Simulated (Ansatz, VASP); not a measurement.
**Two plane-wave programs on TaSiO4**

```
CELL_PARAMETERS angstrom
3.66544 0.00000 0.00000
-1.83272 3.17437 0.00000
0.00000 0.00000 7.26176
ATOMIC_POSITIONS crystal
Ta 0.00000 0.00000 0.00000
Si 0.00000 0.00000 0.50000
O 0.33333 0.66667 0.00000
O 0.66667 0.33333 0.00000
O 0.00000 0.00000 0.28361
O 0.00000 0.00000 0.71639
```

Alike in both runs: functional PBE; k mesh 6 × 6 × 4; occupations gaussian, width 0.1 eV; no spin polarisation.

Ansatz relaxed the structure, and its values are those at the end. VASP's run is a single point on that final structure, the one shown.

|  | VASP | Ansatz |
| --- | --- | --- |
| version | VASP 6.6.1 | Ansatz 0.2.0 |
| potentials or method | VASP PAW PBE potentials, release 64 (Ta_pv, Si, O) | scalar-relativistic, plane waves, PAW |
| plane-wave cutoff (eV) | 520 | 420 |
| valence electrons in the cell | 39 | 41 |

|  | VASP | Ansatz | Ansatz less VASP |
| --- | --- | --- | --- |
| gap on the k mesh at the Fermi level (eV) | none | none | - |
| pressure (GPa) | 0.4 | 0.0 | -0.40 |
| rms of the force components (eV/Å) | 0.035 | 0.003 | -0.0317 |

A gap of «none» marks a metal or a gap that the smearing closes. The two sets of potentials don't hold the same shells in valence.

Caveats: an odd number of electrons without spin polarisation forces a metal; a magnetic or distorted state may lie lower. Spin-orbit coupling is left out, which matters for the levels of Ta.
